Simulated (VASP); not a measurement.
Output of a VASP run:

**OSZICAR**
```
...
DAV:   8    -0.349922714467E+01   -0.47677E-04   -0.60498E-06   928   0.209E-02    0.297E-03
DAV:   9    -0.349924444023E+01   -0.17296E-04   -0.19270E-06   896   0.173E-02    0.194E-03
DAV:  10    -0.349924441079E+01    0.29436E-07   -0.33796E-08   448   0.235E-03
   2 F= -.34992444E+01 E0= -.34993662E+01  d E =0.595202E-03
       N       E                     dE             d eps       ncg     rms          rms(c)
DAV:   1    -0.350131294607E+01   -0.20685E-02   -0.30719E-02   912   0.150E+00    0.178E-01
DAV:   2    -0.350025524108E+01    0.10577E-02   -0.88121E-04   928   0.276E-01    0.104E-01
DAV:   3    -0.349975637881E+01    0.49886E-03   -0.12362E-03   992   0.289E-01    0.387E-02
DAV:   4    -0.349971977467E+01    0.36604E-04   -0.11403E-04   984   0.101E-01    0.129E-02
DAV:   5    -0.349972232313E+01   -0.25485E-05   -0.10109E-04   984   0.105E-01    0.101E-02
DAV:   6    -0.349975061229E+01   -0.28289E-04   -0.17956E-05   984   0.431E-02    0.134E-03
DAV:   7    -0.349975099291E+01   -0.38062E-06   -0.85481E-08   592   0.286E-03
   3 F= -.34997510E+01 E0= -.34998421E+01  d E =0.886200E-04
       N       E                     dE             d eps       ncg     rms          rms(c)
DAV:   1    -0.350024735103E+01   -0.49674E-03   -0.66320E-03   912   0.698E-01    0.826E-02
DAV:   2    -0.350001935158E+01    0.22800E-03   -0.19054E-04   928   0.128E-01    0.484E-02
DAV:   3    -0.349991293272E+01    0.10642E-03   -0.26475E-04   992   0.133E-01    0.179E-02
DAV:   4    -0.349990460747E+01    0.83253E-05   -0.22390E-05   968   0.438E-02    0.573E-03
DAV:   5    -0.349990422051E+01    0.38696E-06   -0.19752E-05   968   0.450E-02    0.455E-03
DAV:   6    -0.349990926304E+01   -0.50425E-05   -0.37090E-06   976   0.189E-02    0.642E-04
DAV:   7    -0.349990934064E+01   -0.77596E-07   -0.13232E-08   448   0.117E-03
   4 F= -.34999093E+01 E0= -.34999863E+01  d E =-.697278E-04
       N       E                     dE             d eps       ncg     rms          rms(c)
DAV:   1    -0.350078738711E+01   -0.87812E-03   -0.14397E-02   912   0.103E+00    0.122E-01
DAV:   2    -0.350029295934E+01    0.49443E-03   -0.41235E-04   928   0.187E-01    0.712E-02
DAV:   3    -0.350005990024E+01    0.23306E-03   -0.57785E-04   992   0.197E-01    0.263E-02
DAV:   4    -0.350004365684E+01    0.16243E-04   -0.48684E-05   968   0.659E-02    0.889E-03
DAV:   5    -0.350004296915E+01    0.68769E-06   -0.43253E-05   968   0.685E-02    0.659E-03
DAV:   6    -0.350005511482E+01   -0.12146E-04   -0.83371E-06   984   0.294E-02    0.940E-04
DAV:   7    -0.350005529577E+01   -0.18095E-06   -0.35109E-08   512   0.186E-03
   5 F= -.35000553E+01 E0= -.35001116E+01  d E =-.215683E-03
       N       E                     dE             d eps       ncg     rms          rms(c)
DAV:   1    -0.350027182882E+01   -0.21671E-03   -0.35897E-03   912   0.512E-01    0.608E-02
DAV:   2    -0.350014878792E+01    0.12304E-03   -0.10302E-04   928   0.935E-02    0.356E-02
DAV:   3    -0.350009126366E+01    0.57524E-04   -0.14323E-04   992   0.980E-02    0.131E-02
DAV:   4    -0.350008614822E+01    0.51154E-05   -0.12117E-05   968   0.320E-02    0.426E-03
DAV:   5    -0.350008564668E+01    0.50154E-06   -0.10576E-05   968   0.328E-02    0.343E-03
DAV:   6    -0.350008856538E+01   -0.29187E-05   -0.19642E-06   960   0.137E-02    0.483E-04
DAV:   7    -0.350008860737E+01   -0.41991E-07   -0.75782E-09   448   0.882E-04
   6 F= -.35000886E+01 E0= -.35001346E+01  d E =-.248994E-03
```

**OUTCAR**
```
------------------------ aborting loop because EDIFF is reached ----------------------------------------
  FORCE on cell =-STRESS in cart. coord.  units (eV):
  Direction    XX          YY          ZZ          XY          YZ          ZX
  --------------------------------------------------------------------------------------
  Total        0.0078493      0.0078493      0.0078493      0.0000000      0.0000000     -0.0000000
  in kB        0.3241160      0.3241160      0.3241160      0.0000000      0.0000000     -0.0000000
  external PRESSURE =       0.3241160 kB  Pullay stress =       0.0000000 kB
  volume of cell :       38.80
      direct lattice vectors                 reciprocal lattice vectors
    -0.000000000  2.687016376  2.687016376    -0.186079997  0.186079997  0.186079997
     2.687016376 -0.000000000  2.687016376     0.186079997 -0.186079997  0.186079997
     2.687016376  2.687016376  0.000000000     0.186079997  0.186079997 -0.186079997
 POSITION                                       TOTAL-FORCE (eV/Angst)
 -----------------------------------------------------------------------------------
      0.00000      0.00000      0.00000         0.000000      0.000000      0.000000
 -----------------------------------------------------------------------------------
    total drift:                               -0.000000     -0.000000     -0.000000
  FREE ENERGIE OF THE ION-ELECTRON SYSTEM (eV)
  ---------------------------------------------------
  free  energy   TOTEN  =        -3.5000886074 eV

  energy  without entropy=       -3.5002267208  energy(sigma->0) =       -3.50013465

 reached required accuracy - stopping structural energy minimisation
```
(Selected blocks of OUTCAR.)

### POSCAR
```
Yb
1
   -0.0000000000     2.6893868777     2.6893868777
    2.6893868777    -0.0000000000     2.6893868777
    2.6893868777     2.6893868777     0.0000000000
Yb
1
Direct
  0.0000000000   0.0000000000   0.0000000000
```

Reconstruct the remaining input files.

Several could match; the one computed here: the input of the run itself, TPSS meta-GGA, plane waves, VASP's PBE PAW potentials (set 64).

**INCAR**
```
ALGO=Normal
EDIFF=1E-6
EDIFFG=-0.01
ENCUT=520
IBRION=2
ISIF=3
ISMEAR=1
LASPH=T
LCHARG=F
LMAXMIX=6
LMIXTAU=T
LREAL=F
LWAVE=F
METAGGA=TPSS
NELM=100
NSW=60
PREC=Accurate
SIGMA=0.1
SYSTEM=Yb
```

File KPOINTS:
```
Automatic mesh
0
Gamma
  11 11 11
```

POTCAR, in this order: Yb_2 (PBE.64 set). Program: vasp_std.

The 4f electrons are frozen in the core of the lanthanide potential, so 4f levels, which can set the real gap, and their magnetism are missing.

The compound is Yb in the fcc structure. This run relaxes it. Symmetry was kept, so distortions that lower it aren't found. The start is the result of an earlier pass.
